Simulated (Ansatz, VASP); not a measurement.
**Si5Ge3 (amorphous Si0.625Ge0.375) in two plane-wave programs**

Aim: how closely do two programs agree when they are given the same cell, functional and k mesh? Of the first pair: The structure shown is the start of the Ansatz relaxation below; VASP solves that cell, so the two are compared at the walk's first step.

Calculated with Ansatz 0.2.0; plane waves, with VASP 6.6.1 beside it; single point at PBE.

### 1. Set-up

The cell holds 72 atoms: 45 Si and 27 Ge. Cell: a = 11.601 Å, b = 11.601 Å, c = 11.601 Å, α = 90.0°, β = 90.0°, γ = 90.0°. As first built, before any earlier steps moved the atoms (in the runner's words): 72 atoms (45 Si, 27 Ge) placed at random at 3.43 g/cm^3, melted at 3500 K for 10 ps at fixed volume with the Tersoff potential (Tersoff, Phys. Rev. B 39, 5566 (1989)). Quenched from 3500 K to 300 K at 20 K/ps and fixed volume, annealed at 800 K for 20 ps, held 5 ps, then minimised at fixed cell.

### 2. Ansatz: relaxation, PBE

Ansatz runs on its default PAW (the set named soft_2) files.

The two programs are compared at the cell with which this relaxation starts, whose forces are those of its first step.

input.yaml reads:

```yaml
crystal:
  lattice:
    - [11.6009, 0.0, 0.0]
    - [0.0, 11.6009, 0.0]
    - [0.0, 0.0, 11.6009]
  atoms:
    - { symbol: Si, position: [0.2177, 0.55367, 0.12509] }
    - { symbol: Si, position: [0.33562, 0.16896, 0.32771] }
    - { symbol: Si, position: [0.80247, 0.04229, 0.57712] }
    - { symbol: Si, position: [0.59026, 0.88854, 0.27058] }
    - { symbol: Si, position: [0.33829, 0.64395, 0.58616] }
    - { symbol: Si, position: [0.02085, 0.2679, 0.52438] }
    - { symbol: Si, position: [0.41506, 0.9725, 0.35412] }
    - { symbol: Si, position: [0.22318, 0.21909, 0.49861] }
    - { symbol: Si, position: [0.84752, 0.03623, 0.12409] }
    - { symbol: Si, position: [0.27188, 0.82759, 0.32701] }
    - { symbol: Si, position: [0.71576, 0.29288, 0.91166] }
    - { symbol: Si, position: [0.2699, 0.49664, 0.9277] }
    - { symbol: Si, position: [0.48355, 0.30787, 0.37178] }
    - { symbol: Si, position: [0.05295, 0.64743, 0.75663] }
    - { symbol: Si, position: [0.48477, 0.82886, 0.97218] }
    - { symbol: Si, position: [0.80908, 0.61828, 0.3524] }
    - { symbol: Si, position: [0.62148, 0.55986, 0.08348] }
    - { symbol: Si, position: [0.15394, 0.47042, 0.74938] }
    - { symbol: Si, position: [0.06737, 0.67915, 0.17921] }
    - { symbol: Si, position: [0.41599, 0.23054, 0.83456] }
    - { symbol: Si, position: [0.90643, 0.12263, 0.4231] }
    - { symbol: Si, position: [0.16185, 0.80392, 0.84286] }
    - { symbol: Si, position: [0.30012, 0.07326, 0.82305] }
    - { symbol: Si, position: [0.72337, 0.42242, 0.59055] }
    - { symbol: Si, position: [0.12427, 0.38662, 0.20482] }
    - { symbol: Si, position: [0.9104, 0.87556, 0.01689] }
    - { symbol: Si, position: [0.1099, 0.91408, 0.01021] }
    - { symbol: Si, position: [0.00958, 0.32537, 0.72643] }
    - { symbol: Si, position: [0.45194, 0.80761, 0.64218] }
    - { symbol: Si, position: [0.79833, 0.8458, 0.53672] }
    - { symbol: Si, position: [0.09855, 0.43479, 0.40693] }
    - { symbol: Si, position: [0.91745, 0.67272, 0.04173] }
    - { symbol: Si, position: [0.16866, 0.10398, 0.97404] }
    - { symbol: Si, position: [0.18689, 0.75826, 0.50025] }
    - { symbol: Si, position: [0.42706, 0.36511, 0.68604] }
    - { symbol: Si, position: [0.79211, 0.90027, 0.8608] }
    - { symbol: Si, position: [0.88498, 0.59529, 0.85195] }
    - { symbol: Si, position: [0.35241, 0.64714, 0.25432] }
    - { symbol: Si, position: [0.56845, 0.29758, 0.55825] }
    - { symbol: Si, position: [0.93493, 0.96354, 0.29247] }
    - { symbol: Si, position: [0.77858, 0.82823, 0.33871] }
    - { symbol: Si, position: [0.44756, 0.98701, 0.55346] }
    - { symbol: Si, position: [0.10863, 0.87578, 0.21367] }
    - { symbol: Si, position: [0.92688, 0.36406, 0.15212] }
    - { symbol: Si, position: [0.63976, 0.57689, 0.48185] }
    - { symbol: Ge, position: [0.64393, 0.73587, 0.61192] }
    - { symbol: Ge, position: [0.61028, 0.10646, 0.61903] }
    - { symbol: Ge, position: [0.82261, 0.41086, 0.77442] }
    - { symbol: Ge, position: [0.97781, 0.74036, 0.57769] }
    - { symbol: Ge, position: [0.72908, 0.71529, 0.79959] }
    - { symbol: Ge, position: [0.43422, 0.52482, 0.41449] }
    - { symbol: Ge, position: [0.81193, 0.54571, 0.15823] }
    - { symbol: Ge, position: [0.56301, 0.6498, 0.90192] }
    - { symbol: Ge, position: [0.58061, 0.36278, 0.05763] }
    - { symbol: Ge, position: [0.02853, 0.63283, 0.38429] }
    - { symbol: Ge, position: [0.10559, 0.90631, 0.66191] }
    - { symbol: Ge, position: [0.6453, 0.04689, 0.15164] }
    - { symbol: Ge, position: [0.24572, 0.22645, 0.13975] }
    - { symbol: Ge, position: [0.81875, 0.27561, 0.30593] }
    - { symbol: Ge, position: [0.87543, 0.21474, 0.01822] }
    - { symbol: Ge, position: [0.5988, 0.14671, 0.82674] }
    - { symbol: Ge, position: [0.26456, 0.43032, 0.55888] }
    - { symbol: Ge, position: [0.41146, 0.55612, 0.7801] }
    - { symbol: Ge, position: [0.62308, 0.24939, 0.22934] }
    - { symbol: Ge, position: [0.51329, 0.72869, 0.15667] }
    - { symbol: Ge, position: [0.37676, 0.33288, 0.00486] }
    - { symbol: Ge, position: [0.62217, 0.9819, 0.95023] }
    - { symbol: Ge, position: [0.92568, 0.00921, 0.74142] }
    - { symbol: Ge, position: [0.26113, 0.05548, 0.62067] }
    - { symbol: Ge, position: [0.00494, 0.16871, 0.86097] }
    - { symbol: Ge, position: [0.35828, 0.86947, 0.81971] }
    - { symbol: Ge, position: [0.87288, 0.4247, 0.44528] }
kpoints:
  mp_grid: { grid: [1, 1, 1] }
hamiltonian:
  xc: pbe
scf:
  occupations: { method: fermi_dirac, width: 0.025 }
output:
  forces: true
relax:
  f_tol: 0.04
  max_steps: 250
  cell: {}
```

The run is started by

```
$ ansatz run input.yaml --threads 4 --pin off --max-ram 8192MiB --backend cpu --events-out ev --progress --plain --runs-dir out
```

Numbers of over 12 decimals in the logs are rounded to 6 here.

Output:

```text
Engine: ansatz 0.2.0, aarch64-unknown-linux-gnu
Pseudopotentials: kind: paw
Pseudopotential: Si, paw, valence charge 4, recommended cutoff 420 eV (normal), Si.paw.azcp
Pseudopotential: Ge, paw, valence charge 14, recommended cutoff 420 eV (normal), Ge.paw.azcp
Functional definition: PBE
  parameter kappa = 0.804
  parameter beta = 0.066725
  exchange = pbe_x(kappa = kappa, mu = beta*pi^2/3)
  correlation = pbe_c(beta = beta)
Crystal: 72 atoms, lattice volume = 1561.259 Å³
Basis set: ecut = 420 eV, 30551 PW (Γ), exchange–correlation on 160×160×160 points (8 copies of the dense FFT grid, shifted against one another)
Bands: 351, of which v1, the nominal top of the filled ones, is band 279 counted from 1 (278 counted from 0)
Symmetry: 1 space group operations
Space group: P1 (ITA 1), of the structure as read, at distance tolerance 1.2e-4 Å
k-points: 1
Non-local potential: Si, projectors of the file, l = 0: 2, l = 1: 2, l = 2: 2
Non-local potential: Ge, projectors of the file, l = 0: 2, l = 1: 2, l = 2: 3, l = 3: 1
PAW form: soft (Blöchl's): semilocal exchange-correlation on the pseudo side does not see the compensation charge
PAW one-centre angular grid: Si, 110 points (default); XC on 64 Gauss nodes
PAW one-centre angular grid: Ge, 590 points (default); XC on 64 Gauss nodes
Initial density: superposition of atomic densities (neutral atoms: chi_scale 0, normalization atom), corrected by the library's trained network
Initial wavefunctions: pseudopotential atomic-orbital guess
Functional: x = pbe(κ = 0.804, μ = 0.219515), c = pbe(β = 0.066725)
SCF iter   1: F=—  HF=-144557.329878 eV  |F-HF|=—  |Δ(HF+E_count)|=         —  Δρ=3.46e-3  dr2=4.74e-1  ethr=1.77e-3  ⟨swp⟩=6.0  Hψ=1385  notcnv=0  defer=15
preconditioner: auto → Resta (q_TF=auto, 2.298 Å⁻¹)  ε∞=5.4  [insulator: Δε(μ)=0.230 eV  Ē_g=7.616 eV  σ=0.025 eV  W_gap=0.98  n_scr=340 (ndim 8)  ℏωp=15.9 eV  f_vac=0.022  D(μ)=1.65/eV (n_scr^D=0)  ε∞_Penn≈5.4]
SCF iter   2: F=—  HF=-144557.249824 eV  |F-HF|=—  |Δ(HF+E_count)|=   8.01e-2  Δρ=1.97e-3  dr2=9.03e-2  ethr=8.50e-5  ⟨swp⟩=2.0  Hψ=419  notcnv=0  defer=55
preconditioner: auto → LDOS  [insulator: Δε(μ)=0.201 eV  Ē_g=7.612 eV  σ=0.025 eV  W_gap=0.96  n_scr=340 (ndim 8)  ℏωp=15.9 eV  f_vac=0.023  D(μ)=2.87/eV (n_scr^D=6)  ε∞_Penn≈5.4  β→1.0]
SCF iter   3: F=—  HF=-144557.272516 eV  |F-HF|=—  |Δ(HF+E_count)|=   2.27e-2  Δρ=1.19e-3  dr2=1.96e-1  ethr=1.62e-5  ⟨swp⟩=3.0  Hψ=588  notcnv=0  defer=55  recentre
SCF iter   4: F=—  HF=-144557.243494 eV  |F-HF|=—  |Δ(HF+E_count)|=   2.90e-2  Δρ=3.17e-4  dr2=1.13e-2  ethr=1.62e-5  ⟨swp⟩=2.0  Hψ=546  notcnv=0  defer=55
SCF iter   5: F=—  HF=-144557.242283 eV  |F-HF|=—  |Δ(HF+E_count)|=   1.21e-3  Δρ=1.26e-4  dr2=1.08e-3  ethr=2.03e-6  ⟨swp⟩=2.0  Hψ=386  notcnv=0  defer=55
SCF iter   6: F=—  HF=-144557.242354 eV  |F-HF|=—  |Δ(HF+E_count)|=   7.14e-5  Δρ=5.35e-5  dr2=1.88e-4  ethr=1.93e-7  ⟨swp⟩=2.0  Hψ=397  notcnv=0  defer=55
SCF iter   7: F=—  HF=-144557.242325 eV  |F-HF|=—  |Δ(HF+E_count)|=   2.93e-5  Δρ=2.17e-5  dr2=1.57e-5  ethr=3.37e-8  ⟨swp⟩=2.0  Hψ=410  notcnv=0  defer=55
SCF iter   8: F=—  HF=-144557.242362 eV  |F-HF|=—  |Δ(HF+E_count)|=   3.74e-5  Δρ=1.04e-5  dr2=5.98e-6  ethr=2.81e-9  ⟨swp⟩=2.0  Hψ=495  notcnv=0  defer=55
SCF iter   9: F=—  HF=-144557.242363 eV  |F-HF|=—  |Δ(HF+E_count)|=   1.16e-6  Δρ=3.99e-6  dr2=4.05e-7  ethr=1.07e-9  ⟨swp⟩=2.0  Hψ=384  notcnv=0  defer=55
SCF iter  10: F=-144557.242364 eV  HF=-144557.242364 eV  |F-HF|=2.33e-10  |Δ(HF+E_count)|=   2.94e-7  Δρ=1.80e-6  dr2=9.84e-8  ethr=1.79e-11  ⟨swp⟩=4.0  Hψ=1039  notcnv=0
SCF 1 converged in 10 iterations: F = -144557.242364 eV  dr2 = 9.84e-8
  greatest PAW one-centre occupation: 0.998 electrons in one spin orbital (limit 2), on the Ge atom at site 71 (counted from 0), in its partial waves of l = 2
relax step   1: F+E_penalty+E_count = -144557.24236370 eV  Δ(F+E_penalty+E_count) = +0.000e0 eV  max|allowed force component| = 8.126e-1 eV/Å  Δτ_max = 0.0000 Å  P = +1.183 GPa  Ω = 1561.259 Å³  (10 SCF iters, dr2 threshold 1.00e-7 eV, accepted)
Crystal: 72 atoms, lattice volume = 1587.513 Å³
Basis set: ecut = 420 eV, 31025 PW (Γ), exchange–correlation on 160×160×160 points (8 copies of the dense FFT grid, shifted against one another)
Initial density: handed on by an earlier stage of this run
Initial wavefunctions: those handed on with the density
iter 1 solved again at ethr=1.14e-4 eV; its pass at ethr=3.10e-3 eV (dr2=6.38e-1 eV) is discarded
SCF iter   1: F=—  HF=-144558.888294 eV  |F-HF|=—  |Δ(HF+E_count)|=         —  Δρ=6.69e-3  dr2=6.51e-1  ethr=1.14e-4  ⟨swp⟩=7.0  Hψ=1603  notcnv=0
preconditioner: auto → Resta (q_TF=auto, 2.292 Å⁻¹)  ε∞=5.4  [insulator: Δε(μ)=0.355 eV  Ē_g=7.555 eV  σ=0.025 eV  W_gap=1.00  n_scr=330 (ndim 8)  ℏωp=15.8 eV  f_vac=0.030  D(μ)=0.14/eV (n_scr^D=0)  ε∞_Penn≈5.4]
[...]
atom  32  Si    -0.01098108     0.00228536     0.00843524
  atom  33  Si    -0.00178259    -0.00055707    -0.00549347
  atom  34  Si     0.02663640    -0.01493995    -0.01085398
  atom  35  Si    -0.00199938    -0.00649716    -0.01221265
  atom  36  Si     0.00549948    -0.00381799    -0.00092307
  atom  37  Si     0.00937397     0.00749935    -0.00254049
  atom  38  Si     0.00024628    -0.01348233    -0.00198351
  atom  39  Si     0.00478760     0.00844288     0.00476262
  atom  40  Si    -0.01364725     0.01218014    -0.00400900
  atom  41  Si    -0.00632479     0.00196530     0.01034087
  atom  42  Si    -0.00463302    -0.00229691     0.00712298
  atom  43  Si    -0.01039049     0.00453958     0.00225023
  atom  44  Si    -0.00657786    -0.01763625     0.00188519
  atom  45  Si    -0.00744557    -0.00512699     0.00115727
  atom  46  Ge    -0.00815573    -0.01001972    -0.01249501
  atom  47  Ge    -0.00625564    -0.00028135    -0.00353554
  atom  48  Ge    -0.00723715    -0.00964461     0.00380352
  atom  49  Ge    -0.00694366    -0.00457132    -0.00042172
  atom  50  Ge    -0.00394216    -0.00529311     0.00877576
  atom  51  Ge     0.01328504     0.00098613     0.01210110
  atom  52  Ge     0.00663818     0.01410366    -0.00662756
  atom  53  Ge     0.00520922     0.00316003     0.00658400
  atom  54  Ge    -0.00268369    -0.00491527     0.00118116
  atom  55  Ge     0.00518679    -0.00539054     0.01282013
[...]
atom  65  Ge    -0.00313215    -0.00005000     0.00040179
  atom  66  Ge    -0.00524641     0.00412997     0.00725447
  atom  67  Ge    -0.00715191    -0.00055162     0.00089534
  atom  68  Ge     0.00189504    -0.00031963     0.00249521
  atom  69  Ge     0.00441701    -0.00434339    -0.00662129
  atom  70  Ge     0.00163761    -0.00098956     0.00280864
  atom  71  Ge     0.00502697     0.00102045     0.00870814
  atom  72  Ge     0.00509476     0.03297466    -0.00079128
  max |Σ_I F_I| component: 1.94e-6 eV/Å
--- Stress (GPa, compression-positive) ---
        0.017191       0.009548       0.000852
        0.009548      -0.004946      -0.036013
        0.000852      -0.036013       0.013302
  P = ⅓ Tr σ = 0.0085 GPa (0.085 kbar)
--- Relaxed structure (6 steps of the walk, 6 accepted, 1 SCFs on fresh bases) ---
  F+E_penalty+E_count = -144559.36288837 eV   max|allowed force component| = 3.845e-2 eV/Å   (the final SCF, on the basis selected at the relaxed cell)
  cell:  # Å, volume = 1583.4233 Å³
    - [11.928003, 0.083195, -0.034675]
    - [0.083195, 11.572912, -0.260622]
    - [-0.034675, -0.260622, 11.477148]
  atoms:
    - { symbol: Si, position: [0.215789, 0.557328, 0.124678] }
    - { symbol: Si, position: [0.334278, 0.172922, 0.330852] }
    - { symbol: Si, position: [0.797828, 0.052091, 0.573257] }
    - { symbol: Si, position: [0.594829, 0.894564, 0.276426] }
    - { symbol: Si, position: [0.359422, 0.623567, 0.579876] }
    - { symbol: Si, position: [0.027044, 0.265439, 0.517766] }
    - { symbol: Si, position: [0.418463, 0.975899, 0.356612] }
    - { symbol: Si, position: [0.217354, 0.208394, 0.503014] }
    - { symbol: Si, position: [0.849092, 0.040619, 0.131951] }
    - { symbol: Si, position: [0.273657, 0.829836, 0.334558] }
    - { symbol: Si, position: [0.709984, 0.294114, 0.917214] }
    - { symbol: Si, position: [0.272394, 0.496149, 0.924974] }
    - { symbol: Si, position: [0.478561, 0.317782, 0.375193] }
    - { symbol: Si, position: [0.062004, 0.642992, 0.744541] }
    - { symbol: Si, position: [0.498506, 0.816064, 0.964994] }
    - { symbol: Si, position: [0.799387, 0.627204, 0.340602] }
    - { symbol: Si, position: [0.618396, 0.566752, 0.074211] }
    - { symbol: Si, position: [0.147113, 0.455877, 0.757000] }
    - { symbol: Si, position: [0.067321, 0.680018, 0.179191] }
    - { symbol: Si, position: [0.411491, 0.221552, 0.834576] }
    - { symbol: Si, position: [0.899746, 0.135400, 0.423259] }
    - { symbol: Si, position: [0.162711, 0.804213, 0.836839] }
    - { symbol: Si, position: [0.298423, 0.059323, 0.829933] }
    - { symbol: Si, position: [0.710818, 0.426889, 0.591687] }
[...]
- { symbol: Si, position: [0.355427, 0.652851, 0.249710] }
    - { symbol: Si, position: [0.564301, 0.292991, 0.558430] }
    - { symbol: Si, position: [0.940325, 0.968515, 0.293106] }
    - { symbol: Si, position: [0.785298, 0.834001, 0.332936] }
    - { symbol: Si, position: [0.440390, 0.978696, 0.557706] }
    - { symbol: Si, position: [0.113095, 0.872654, 0.216295] }
    - { symbol: Si, position: [0.924134, 0.368637, 0.157372] }
    - { symbol: Si, position: [0.647610, 0.579587, 0.468936] }
    - { symbol: Ge, position: [0.651755, 0.744484, 0.604024] }
    - { symbol: Ge, position: [0.602479, 0.100079, 0.615131] }
    - { symbol: Ge, position: [0.813544, 0.413911, 0.779825] }
    - { symbol: Ge, position: [0.987945, 0.745417, 0.571423] }
    - { symbol: Ge, position: [0.745864, 0.711091, 0.787807] }
    - { symbol: Ge, position: [0.455520, 0.538772, 0.403035] }
    - { symbol: Ge, position: [0.805460, 0.544784, 0.147805] }
    - { symbol: Ge, position: [0.581219, 0.639961, 0.886135] }
    - { symbol: Ge, position: [0.569281, 0.370249, 0.062139] }
    - { symbol: Ge, position: [0.022034, 0.626133, 0.385333] }
    - { symbol: Ge, position: [0.096760, 0.915041, 0.669969] }
    - { symbol: Ge, position: [0.649480, 0.050243, 0.156418] }
    - { symbol: Ge, position: [0.242700, 0.227965, 0.141152] }
    - { symbol: Ge, position: [0.816444, 0.289461, 0.311670] }
    - { symbol: Ge, position: [0.872287, 0.216777, 0.018164] }
    - { symbol: Ge, position: [0.594829, 0.145121, 0.826709] }
    - { symbol: Ge, position: [0.259982, 0.408159, 0.580471] }
    - { symbol: Ge, position: [0.420747, 0.550531, 0.778068] }
    - { symbol: Ge, position: [0.621036, 0.259670, 0.232893] }
    - { symbol: Ge, position: [0.515684, 0.735734, 0.156893] }
    - { symbol: Ge, position: [0.369935, 0.330923, 0.0081055] }
    - { symbol: Ge, position: [0.620917, 0.979824, 0.949428] }
    - { symbol: Ge, position: [0.914371, 0.019794, 0.741919] }
    - { symbol: Ge, position: [0.254447, 0.051527, 0.626390] }
    - { symbol: Ge, position: [0.00891128, 0.174009, 0.864455] }
    - { symbol: Ge, position: [0.359176, 0.856793, 0.824001] }
    - { symbol: Ge, position: [0.866981, 0.444222, 0.461260] }
```

Reading the cycles: dr2 is the Hartree energy of the density residual (eV), the measure of convergence; HF is the Harris–Foulkes estimate of the energy, which meets the free energy F at convergence.

(Part 1 of 3 ends here.)

[Lines on the potential files, build, host, timing and source positions are cut from VASP's logs without a mark.]

[Logs are printed without paths, hosts, clocks, repeated set-up lines and the standing remarks that a program may print on its own settings, such as how far it seeks lower states.]

[Hosts, paths, dates, database ids (printed as entryN), source tags and the programs' standing remarks are cut or masked in the printed files.]
